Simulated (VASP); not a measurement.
An input for Quantum ESPRESSO's pw.x (written as the equivalent of a VASP run, and not itself run):

```
&CONTROL
  calculation = 'scf'
  pseudo_dir = './pseudo'
  outdir = './out'
  tprnfor = .true.
  tstress = .true.
/
&SYSTEM
  ibrav = 0
  nat = 3
  ntyp = 2
  ecutwfc = 84
  occupations = 'smearing'
  smearing = 'gaussian'
  degauss = 0.003675
  input_dft = 'pbe'
/
&ELECTRONS
  conv_thr = 7.3e-08
  electron_maxstep = 100
/
ATOMIC_SPECIES
  Mg 24.305 Mg.upf
  Si 28.085 Si.upf
CELL_PARAMETERS angstrom
     0.0000000    3.1750000    3.1750000
     3.1750000    0.0000000    3.1750000
     3.1750000    3.1750000    0.0000000
ATOMIC_POSITIONS crystal
  Mg   0.2500000  0.2500000  0.2500000
  Mg   0.7500000  0.7500000  0.7500000
  Si   0.0000000  0.0000000  0.0000000
K_POINTS automatic
  7 7 7 0 0 0
```

Q: Write the VASP files for the same calculation (PBE).

A: Several could match; the one computed here: 
### INCAR
```
! general
SYSTEM  =  Mg2Si
PREC    =  Accurate
ENCUT   =  400
LREAL   =  .FALSE.   ! projection in real space or not
LASPH   =  .TRUE.   ! aspherical one-centre terms

! electronic loop
EDIFF   =  1E-6
NELM    =  100   ! most electronic steps
ALGO    =  All   ! all-band CG

! smearing
ISMEAR  =  0   ! Gaussian
SIGMA   =  0.05   ! width (eV)

! functional
GGA     =  PE

! ions
ISIF    =  2

! output
LWAVE   =  .FALSE.
LCHARG  =  .FALSE.
```

File POSCAR:
```
Mg2Si
1
    0.0000000000     3.1750000000     3.1750000000
    3.1750000000     0.0000000000     3.1750000000
    3.1750000000     3.1750000000     0.0000000000
Mg Si
2 1
Direct
  0.2500000000   0.2500000000   0.2500000000
  0.7500000000   0.7500000000   0.7500000000
  0.0000000000   0.0000000000   0.0000000000
```

File KPOINTS:
```
K-points
0
G
 7 7 7
0 0 0
```

POTCAR, in this order: Mg Si (PBE.64 set). Program: vasp_std.

Limits of the translation: the potentials are each code's own (VASP's PAW set, PseudoDojo norm-conserving files in pw.x), so ENCUT and ecutwfc are chosen apart and not converted; conv_thr bounds pw.x's estimated SCF error, while EDIFF bounds the energy change between steps.

The compound is Mg2Si in the antifluorite structure. The cell was not relaxed at this level. The run is one of a series of settings (ALGO = All against the base run), some of them coarse on purpose.
